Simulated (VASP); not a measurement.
Calculation: PBE GGA with D3 dispersion (Becke-Johnson damping), VASP's PBE PAW potentials (set 64) (plane waves; VASP).

A VASP calculation is set up with these files.

**POSCAR**
```
BN
1.0
  0.0000000000   1.8036728371   1.8036728371
  1.8036728371   0.0000000000   1.8036728371
  1.8036728371   1.8036728371   0.0000000000
B N
1 1
Cartesian
  0.0000000000   0.0000000000   0.0000000000
  0.9018364185   0.9018364185   0.9018364185
```

**INCAR**
```
SYSTEM = BN
PREC = Accurate
ENCUT = 520
EDIFF = 1E-7
NELM = 100
ALGO = Normal
LREAL = .FALSE.
LASPH = .TRUE.
ISMEAR = 0
SIGMA = 0.05
GGA = PE
IVDW = 12
LWAVE = .FALSE.
LCHARG = .FALSE.
LORBIT = 11
ICHARG = 11
```

### KPOINTS
```
k-points along high-symmetry lines
15
Line-mode
Reciprocal
  0.000000   0.000000   0.000000 ! GAMMA
 -0.500000  -0.500000   0.000000 ! X

 -0.500000  -0.500000   0.000000 ! X
 -0.375000  -0.375000   0.250000 ! U

 -0.375000  -0.000000   0.375000 ! K
  0.000000   0.000000   0.000000 ! GAMMA

  0.000000   0.000000   0.000000 ! GAMMA
 -0.000000  -0.000000   0.500000 ! L

 -0.000000  -0.000000   0.500000 ! L
 -0.500000  -0.250000   0.250000 ! W

 -0.500000  -0.250000   0.250000 ! W
 -0.500000  -0.500000   0.000000 ! X
```

POTCAR, in this order: B N (PBE.64 set). Program: vasp_std. Read from the step before: CHGCAR.

The run wrote:

**OSZICAR**
```
       N       E                     dE             d eps       ncg     rms          rms(c)
DAV:   1     0.121160334378E+02    0.12116E+02   -0.53038E+03  1496   0.992E+02
DAV:   2    -0.152446812618E+02   -0.27361E+02   -0.25747E+02  1928   0.168E+02
DAV:   3    -0.154439615353E+02   -0.19928E+00   -0.19928E+00  1832   0.177E+01
DAV:   4    -0.154441150238E+02   -0.15349E-03   -0.15349E-03  1856   0.407E-01
DAV:   5    -0.154441151152E+02   -0.91392E-07   -0.91392E-07  1704   0.831E-03
DAV:   6    -0.154441151153E+02   -0.15712E-09   -0.15702E-09  1816   0.250E-04
   1 F= -.15865153E+02 E0= -.15865153E+02  d E =-.741945E-16
```

OUTCAR:
```
 val. band max:        7.4814469005   @ k =   0.0000   0.0000   0.0000

 cond. band min:      11.9476230171   @ k =  -0.5000  -0.5000   0.0000



 k-point     1 :       0.0000    0.0000    0.0000
  band No.  band energies     occupation
      1     -12.8217      2.00000
      2       7.4814      2.00000
      3       7.4814      2.00000
      4       7.4814      2.00000
      5      16.3316      0.00000
      6      16.3316      0.00000
      7      16.3316      0.00000
      8      17.9345      0.00000

 k-point     2 :      -0.0357   -0.0357    0.0000
  band No.  band energies     occupation
      1     -12.7800      2.00000
      2       7.3671      2.00000
      3       7.3716      2.00000
      4       7.3716      2.00000
      5      16.2577      0.00000
      6      16.4765      0.00000
      7      16.4765      0.00000
      8      18.0684      0.00000

 k-point     3 :      -0.0714   -0.0714    0.0000
  band No.  band energies     occupation
      1     -12.6552      2.00000
      2       7.0388      2.00000
      3       7.0656      2.00000
      4       7.0656      2.00000
      5      16.0698      0.00000
      6      16.8872      0.00000
      7      16.8872      0.00000
      8      18.4135      0.00000

 k-point     4 :      -0.1071   -0.1071    0.0000
  band No.  band energies     occupation
      1     -12.4482      2.00000
      2       6.5337      2.00000
      3       6.6188      2.00000
      4       6.6188      2.00000
      5      15.8114      0.00000
      6      17.5065      0.00000
      7      17.5065      0.00000
      8      18.8606      0.00000

 k-point     5 :      -0.1429   -0.1429    0.0000
  band No.  band energies     occupation
      1     -12.1606      2.00000
      2       5.8941      2.00000
      3       6.0913      2.00000
      4       6.0913      2.00000
      5      15.5008      0.00000
      6      18.2727      0.00000
      7      18.2727      0.00000
      8      19.2866      0.00000
...
```

The density is held fixed in this step, so its total energy and stress have no physical meaning.

The compound is BN in the zinc blende structure. It was relaxed first.
